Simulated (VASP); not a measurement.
AlN:

```
Al N
1.0
     3.11300    0.00000    0.00000
    -1.55650    2.69594    0.00000
     0.00000    0.00000    4.98100
Al N
2 2
Direct
  0.33333 0.66667 0.00000
  0.66667 0.33333 0.50000
  0.33333 0.66667 0.38000
  0.66667 0.33333 0.88000
```

```yaml
Program: VASP 6.6.1
Task: relaxation of cell and atoms
Functional: PBE
Potentials_or_basis: VASP PAW PBE potentials, release 64 (Al, N)
Cutoff: 600 eV
k_mesh: 12 × 12 × 6
Occupations: gaussian, width 0.03 eV
Spin: no spin polarisation
```

At the start: pressure 3.3 GPa; volume 10.45 Å³/atom.

Question: How do energy, volume and symmetry change on relaxing?

Answer: Over 3 steps the energy falls by 2.1 meV/atom and the volume is 10.62 Å³/atom (+1.7 %); space group P6_3mc (No. 186, to 0.05 Å).

Step by step:
| step | energy change (eV) | largest force (eV/Å) | pressure (GPa) | volume (Å³) |
| --- | --- | --- | --- | --- |
| 1 | 0.0000 | 0.1289 | 3.35 | 41.80 |
| 2 | -0.0017 | 0.0910 | -2.80 | 43.14 |
| 3 | -0.0083 | 0.0042 | 0.02 | 42.50 |

Final structure:
```
Al N
1.0
     3.12734    0.00000    0.00000
    -1.56367    2.70836    0.00000
     0.00000    0.00000    5.01754
Al N
2 2
Direct
  0.33333 0.66667 0.99934
  0.66667 0.33333 0.49934
  0.33333 0.66667 0.38066
  0.66667 0.33333 0.88066
```
